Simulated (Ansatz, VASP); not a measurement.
# TiO2 in two plane-wave programs, part 2 of 2

One calculation is typed for both programs; each brings its own data sets. How far apart do they land? The cell is taken from a series of runs on this material, whose earlier steps may have relaxed, scaled, displaced or heated it; both programs get it as it stands.

VASP 6.6.1 and Ansatz 0.2.0.

So far: Set-up; VASP: G0W0 gap, LDA.

### Step 3. Ansatz: G0W0 gap, LDA

Level of this step: Ansatz beside VASP: Kohn-Sham DFT, plane waves, LDA (Ansatz).

Ansatz runs on its PAW soft_1 files.

The same cell, functional (in two slightly different forms) and mesh now go to Ansatz, which takes its cutoff from its data sets.

input.yaml

```yaml
crystal:
  lattice:
    - [4.5226228022, 0.0, 0.0]
    - [0.0, 5.4920213428, 0.0]
    - [0.0, 0.0, 4.8846508757]
  atoms:
    - { symbol: Ti, position: [0.5, 0.6733415454, 0.75] }
    - { symbol: Ti, position: [0.0, 0.8266584546, 0.25] }
    - { symbol: Ti, position: [0.5, 0.3266584546, 0.25] }
    - { symbol: Ti, position: [0.0, 0.1733415454, 0.75] }
    - { symbol: O, position: [0.7273856086, 0.6200650065, 0.082036977] }
    - { symbol: O, position: [0.2273856086, 0.8799349935, 0.917963023] }
    - { symbol: O, position: [0.7726143914, 0.8799349935, 0.582036977] }
    - { symbol: O, position: [0.2726143914, 0.6200650065, 0.417963023] }
    - { symbol: O, position: [0.7273856086, 0.3799349935, 0.582036977] }
    - { symbol: O, position: [0.2273856086, 0.1200650065, 0.417963023] }
    - { symbol: O, position: [0.7726143914, 0.1200650065, 0.082036977] }
    - { symbol: O, position: [0.2726143914, 0.3799349935, 0.917963023] }
kpoints:
  mp_grid: { grid: [4, 2, 4] }
hamiltonian:
  xc: lda
  pseudopotentials: { kind: paw, azcp: { folder: soft_1 }, xc_functional: pbe }
scf:
  occupations: { method: fixed }
gw:
  n_empty_bands: 463
  ecut_chi: 140
  qp_bands: [v4, c4]
  qp_kpoints: band_edges
  screening: { model: contour_deformation }
```

Command:

```bash
ansatz run input.yaml --threads 2 --pin off --max-ram 92160MiB --backend cuda --events-out ev --progress --plain --runs-dir out --devices 1 --max-vram 13GiB
```

Numbers of over 12 decimals in the logs are rounded to 6 here.

What it wrote:

```text
GPUs: using 1 of 1 available (devices: 1).
Engine: ansatz 0.2.0, x86_64-unknown-linux-gnu
Pseudopotentials: kind: paw
Pseudopotential: Ti, paw, valence charge 12, recommended cutoff 420 eV (normal), soft_1/Ti.paw.azcp
Pseudopotential: O, paw, valence charge 6, recommended cutoff 420 eV (normal), soft_1/O.paw.azcp
Functional definition: SPW92
  exchange = slater_x
  correlation = pw_c
device memory: the entry about to start is reckoned to put 1.8 GiB on a device that reports 33.6 GiB free (of which the cap on the GPU budget leaves the run 13.0 GiB)
GPU FFT provider: cuFFT
GPU libraries: cuBLAS 13.8.2, cuFFT 12.4.0, cuSOLVER 12.3.4
Crystal: 12 atoms, lattice volume = 121.327 Å³
Basis set: ecut = 420 eV, 2381 PW (Γ)
Bands: 60, of which v1, the nominal top of the filled ones, is band 48 counted from 1 (47 counted from 0)
Symmetry: 8 space group operations
Space group: Pbcn (ITA 60), of the structure as read, at distance tolerance 5.0e-5 Å
k-points: 18 of 32
Non-local potential: Ti, projectors of the file, l = 0: 3, l = 1: 2, l = 2: 3, l = 3: 1
Non-local potential: O, projectors of the file, l = 0: 2, l = 1: 2, l = 2: 1
PAW form: soft (Blöchl's): semilocal exchange-correlation on the pseudo side does not see the compensation charge
PAW frozen core: Ti, regenerated for the run's functional, and the local potential with it (the file was generated under x = pbe(κ = 0.804, μ = 0.219515), c = pbe(β = 0.066725))
PAW frozen core: O, regenerated for the run's functional, and the local potential with it (the file was generated under x = pbe(κ = 0.804, μ = 0.219515), c = pbe(β = 0.066725))
PAW one-centre angular grid: Ti, 590 points (default); XC on 64 Gauss nodes
PAW one-centre angular grid: O, 110 points (default); XC on 64 Gauss nodes
Initial density: superposition of atomic densities (chi_scale 0.1, normalization cell, long waves kept (reshape's long-wave potential 0.00 eV rms))
Initial wavefunctions: pseudopotential atomic-orbital guess
GPU buffer pool allocated for 46080 grid points (all kernels)
GPU transforms: local potential and band sums: pruned to the plane-wave sphere, on 32×40×36
Functional: x = slater, c = lda
SCF iter   1: F=—  HF=-14261.372794 eV  |F-HF|=—  |Δ(HF+E_count)|=         —  Δρ=5.49e-2  dr2=3.18e0  ethr=3.10e-3  ⟨swp⟩=3.1  Hψ=3081  notcnv=0  defer=119
preconditioner: auto → Resta (q_TF=auto, 2.624 Å⁻¹)  ε∞=8.8  [insulator: Δε(μ)=2.652 eV  Ē_g=9.682 eV  n_scr=30 (ndim 8)  ℏωp=27.0 eV  f_vac=0.000  ε∞_Penn≈8.8]
SCF iter   2: F=—  HF=-14261.094687 eV  |F-HF|=—  |Δ(HF+E_count)|=   2.78e-1  Δρ=3.27e-2  dr2=9.85e-1  ethr=3.10e-3  ⟨swp⟩=2.7  Hψ=1800  notcnv=0  defer=128
SCF iter   3: F=—  HF=-14260.990173 eV  |F-HF|=—  |Δ(HF+E_count)|=   1.05e-1  Δρ=2.08e-2  dr2=5.41e-1  ethr=1.03e-3  ⟨swp⟩=2.0  Hψ=1482  notcnv=0  defer=124
SCF iter   4: F=—  HF=-14260.892357 eV  |F-HF|=—  |Δ(HF+E_count)|=   9.78e-2  Δρ=4.02e-3  dr2=1.88e-2  ethr=5.64e-4  ⟨swp⟩=2.0  Hψ=1589  notcnv=0  defer=125
SCF iter   5: F=—  HF=-14260.892961 eV  |F-HF|=—  |Δ(HF+E_count)|=   6.04e-4  Δρ=1.25e-3  dr2=2.36e-3  ethr=1.96e-5  ⟨swp⟩=2.7  Hψ=1440  notcnv=0  defer=172
SCF iter   6: F=—  HF=-14260.892946 eV  |F-HF|=—  |Δ(HF+E_count)|=   1.49e-5  Δρ=2.52e-4  dr2=6.39e-5  ethr=2.46e-6  ⟨swp⟩=2.0  Hψ=1436  notcnv=0  defer=174
SCF iter   7: F=—  HF=-14260.892952 eV  |F-HF|=—  |Δ(HF+E_count)|=   5.68e-6  Δρ=3.81e-5  dr2=1.81e-6  ethr=6.66e-8  ⟨swp⟩=2.0  Hψ=1429  notcnv=0  defer=118
SCF iter   8: F=-14260.892952 eV  HF=-14260.892952 eV  |F-HF|=3.17e-8  |Δ(HF+E_count)|=   8.79e-8  Δρ=7.70e-6  dr2=6.06e-8  ethr=1.04e-10  ⟨swp⟩=8.4  Hψ=4187  notcnv=0
SCF 1 converged in 8 iterations: F = -14260.892952 eV  dr2 = 6.06e-8
  greatest PAW one-centre occupation: 0.998 electrons in one spin orbital (limit 2), on the Ti atom at site 3 (counted from 0), in its partial waves of l = 0
device memory: the entry about to start is reckoned to put 2.1 GiB (of the 2.2 GiB reckoned in all, the device holds 0.1 GiB already) on a device that reports 33.5 GiB free (of which the cap on the GPU budget leaves the run 13.0 GiB)
NSCF: frozen V_eff on 18 k-points
the band table was solved once the SCF had ended and its energy, with any forces and stress, was formed, with the checks that follow a solve (4125 applications of the Hamiltonian). They found nothing against the state; the energy, forces and stress were not computed again (output.eigenvalues in the input reference)
device memory: the entry about to start is reckoned to put 3.6 GiB on a device that reports 33.6 GiB free (of which the cap on the GPU budget leaves the run 13.0 GiB)
NSCF: frozen V_eff on 18 k-points
G₀W₀ screening: q 1/18
[... further progress lines ...]
SCF converged after 8 iterations
Free energy (F): -14260.892952 eV
Harris-Foulkes:  -14260.892952 eV  (|F-HF|=3.17e-8)
Internal energy: -14260.892952 eV  (E = F + TS)
E sigma→0 (E₀):  -14260.892952 eV
Fermi energy:    8.744945 eV
--- Per-component energies (eV) ---
  E_band       = -762.375314
[...]
4    51     11.8244   -13.9462    -7.2827   -22.6908  0.7092    13.3454    13.2863  root
     4    52     11.8244   -13.9462    -7.2827   -22.6908  0.7092    13.3454    13.2863  root
     5    45      8.2862   -25.5037     4.4853   -20.8897  0.7105     8.1572     8.1575  root
     5    46      8.2862   -25.5037     4.4853   -20.8897  0.7105     8.1572     8.1575  root
     5    47      8.2862   -25.5037     4.4853   -20.8897  0.7105     8.1572     8.1575  root
     5    48      8.2862   -25.5037     4.4853   -20.8897  0.7105     8.1572     8.1575  root
     5    49     11.6450   -13.9146    -7.0739   -22.4355  0.7144    13.1455    13.0921  root
     5    50     11.6450   -13.9146    -7.0739   -22.4355  0.7144    13.1455    13.0921  root
     5    51     11.6450   -13.9146    -7.0739   -22.4355  0.7144    13.1455    13.0921  root
     5    52     11.6450   -13.9146    -7.0739   -22.4355  0.7144    13.1455    13.0921  root
     6    45      8.0024   -25.7300     4.2350   -21.4126  0.7158     7.9200     7.9202  root
     6    46      8.1893   -25.2977     4.6058   -20.5399  0.7083     8.0369     8.0373  root
     6    47      8.3484   -25.2299     4.0480   -21.1303  0.7123     8.2968     8.2968  root
     6    48      8.6047   -25.6173     4.4098   -21.1031  0.7119     8.5001     8.5003  root
     6    49     11.5294   -13.6737    -6.9992   -22.1360  0.7208    13.0432    12.9924  root
     6    50     11.5903   -13.5637    -7.3707   -22.4337  0.7155    13.1473    13.0896  root
     6    51     11.5944   -13.7579    -7.2362   -22.4857  0.7163    13.1427    13.0860  root
     6    52     11.8859   -13.8538    -7.3529   -22.6691  0.7075    13.4069    13.3483  root
     7    45      7.9647   -25.4789     4.2927   -21.0852  0.7125     7.8635     7.8637  root
     7    46      8.0460   -25.5215     4.3157   -21.0868  0.7162     7.9268     7.9271  root
     7    47      8.3741   -25.6312     4.5457   -20.9568  0.7104     8.2451     8.2454  root
     7    48      8.5443   -25.7276     4.5439   -21.0593  0.7107     8.4196     8.4199  root
     7    49     11.5654   -13.8654    -6.9824   -22.3144  0.7198    13.0838    13.0320  root
     7    50     11.6268   -13.6501    -7.1428   -22.2505  0.7165    13.1382    13.0844  root
[...]
17    45      7.8969   -25.3174     4.5029   -20.6750  0.7089     7.7570     7.7574  root
    17    46      7.8969   -25.3174     4.5029   -20.6750  0.7089     7.7570     7.7574  root
    17    47      7.8969   -25.3174     4.5029   -20.6750  0.7089     7.7570     7.7574  root
    17    48      7.8969   -25.3174     4.5029   -20.6750  0.7089     7.7570     7.7574  root
    17    49     11.7651   -13.9955    -6.9862   -22.4236  0.7152    13.2604    13.2070  root
    17    50     11.7651   -13.9955    -6.9862   -22.4236  0.7152    13.2604    13.2070  root
    17    51     11.7651   -13.9955    -6.9862   -22.4236  0.7152    13.2604    13.2070  root
    17    52     11.7651   -13.9955    -6.9862   -22.4236  0.7152    13.2604    13.2070  root
```

### Step 4. Differences

Known differences besides the potentials themselves: the two LDA forms differ slightly; fixed occupations in Ansatz, narrow Gaussian smearing in VASP; the cutoff is 420 eV in Ansatz and 440 eV in VASP; VASP's log shows a relativistic correction to its local exchange, Ansatz's none; Ansatz integrates over frequency by contour deformation, VASP on a grid of NOMEGA points. Total energies have different zeros and are not compared.

Compared:

```csv
quantity,Ansatz,VASP,difference
G0W0 gap on the mesh (eV),4.13,4.24,-0.11
Kohn-Sham gap under it (eV),2.59,2.58,+0.01
```

### Step 5. What came out

```yaml
difference_in_g0w0_gap_on_the_mesh_g0w0_gap_lda: -0.11 eV
```

The difference in G0W0 gap on the mesh is -0.11 eV (G0W0 gap, LDA). Such differences can come from data sets, numerical settings and the points named under the comparisons, not from the functional's error against experiment.

[Lines on the potential files, build, host, timing and source positions are cut from VASP's logs without a mark.]

[Logs are printed without paths, hosts, clocks, repeated set-up lines and the standing remarks that a program may print on its own settings, such as how far it seeks lower states.]

[Hosts, paths, dates, database ids (printed as entryN), source tags and the programs' standing remarks are cut or masked in the printed files.]
